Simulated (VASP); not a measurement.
Here is the system:

```
CELL_PARAMETERS angstrom
      5.40403     0.00000     0.00000
      0.00000     5.40403     0.00000
      0.00000     0.00000     5.40403
ATOMIC_POSITIONS crystal
  Cs 0.00000 0.00000 0.00000
  Pb 0.50000 0.50000 0.50000
  Br 0.50000 0.00000 0.50000
  Br 0.00000 0.50000 0.50000
  Br 0.50000 0.50000 0.00000
```

The numbers are results of PBEsol GGA, VASP's PBE PAW potentials (set 64) (plane waves; VASP), not measurements. Run with 500 eV cut-off, 6×6×6 Γ-centred mesh, first-order Methfessel-Paxton smearing of 0.10 eV, potentials Cs_sv Pb_d Br.

### Question
The ions, cell shape and volume at an external pressure of 10.0 GPa are relaxed. Predict the relaxed structure.

### Answer

```
CELL_PARAMETERS angstrom
      5.39409     0.00000     0.00000
      0.00000     5.39409     0.00000
      0.00000     0.00000     5.39409
ATOMIC_POSITIONS crystal
  Cs 0.00000 0.00000 0.00000
  Pb 0.50000 0.50000 0.50000
  Br 0.50000 0.00000 0.50000
  Br 0.00000 0.50000 0.50000
  Br 0.50000 0.50000 0.00000
```
Space group Pm-3m (221), at a tolerance of 0.03 Å.

### Question
How do energy and volume change from the first to the last step?

### Answer
The energy (σ→0) changes by +10.7 meV/atom and the volume by -0.6 %, in 3 ionic steps.

```csv
step,E(σ→0) (eV),max force (eV/Å),pressure (GPa),volume (Å³)
1,-15.7331,0.000,9.67,157.82
2,-15.6423,0.000,10.23,156.35
3,-15.6797,0.000,10.00,156.95
```

The compound is CsPbBr3 in the cubic perovskite structure, the ideal cubic form; the compound distorts at low or room temperature. This run relaxes it under an external pressure of 10 GPa. Symmetry was kept, so distortions that lower it aren't found.
